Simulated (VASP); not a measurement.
Runs of VASP 6.6.1 on CaO. All rows change the cell; the cell of one of them follows. Symmetry: Fm-3m, No. 225, cubic system. The conventional cell has a = 4.879 Å, b = 4.879 Å, c = 4.879 Å, α = 90.00°, β = 90.00°, γ = 90.00°. Ca (site symmetry m-3m) is surrounded by 6 O at 2.44 Å. O (site symmetry m-3m) is surrounded by 6 Ca at 2.44 Å. 

```tsv
cell	gap on the mesh (eV)	pressure (GPa)
a relaxed cell with its volume scaled by 1.03	3.65	-2.9
a relaxed cell with its volume scaled by 0.94	3.62	7.5
a relaxed cell with its volume scaled by 0.97	3.63	(a)
a relaxed cell with its volume scaled by 0.91	3.60	12.2
a relaxed cell with its volume scaled by 1.09	3.64	(b)
```

Alike in all rows: task single point; level PBE; potentials or basis VASP PAW PBE potentials, release 64 (Ca_pv, O); no spin polarisation; k mesh 12 × 12 × 12; cutoff (eV) 520; smearing gaussian 0.02 eV.

Estimate the missing entries.

(a) 3.4; (b) -7.6.

A k mesh can miss the band edges.
